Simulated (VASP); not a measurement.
```
GaP
1.0
    0.00000     2.74418     2.74418
    2.74418     0.00000     2.74418
    2.74418     2.74418     0.00000
Ga P
1 1
Direct
  0.00000   0.00000   0.00000
  0.25000   0.25000   0.25000
```

These are MS2 meta-GGA, VASP's PBE PAW potentials (set 64) (plane waves; VASP 6.6.1) values and carry that method's errors. Numerical set-up: 520 eV cut-off, 8×8×8 Γ-centred mesh, Gaussian smearing of 0.050 eV, potentials Ga_d P.

Task: Estimate the energy per atom (σ→0), pressure, band gap (on the k-mesh) with the smallest direct gap where there is one.

Result: 
```
Item                                         Result
-----------------------------------  --------------
band gap (on the k-mesh)                    1.96 eV
smallest direct gap (on the k-mesh)         2.23 eV
energy per atom (σ→0)                -7.490 eV/atom
pressure                                  -2.42 GPa
```

Only differences to runs with the same potentials and settings are physical.

The compound is GaP in the zinc blende structure. This cell is one point of a volume scan, at 1.03 of the reference volume.
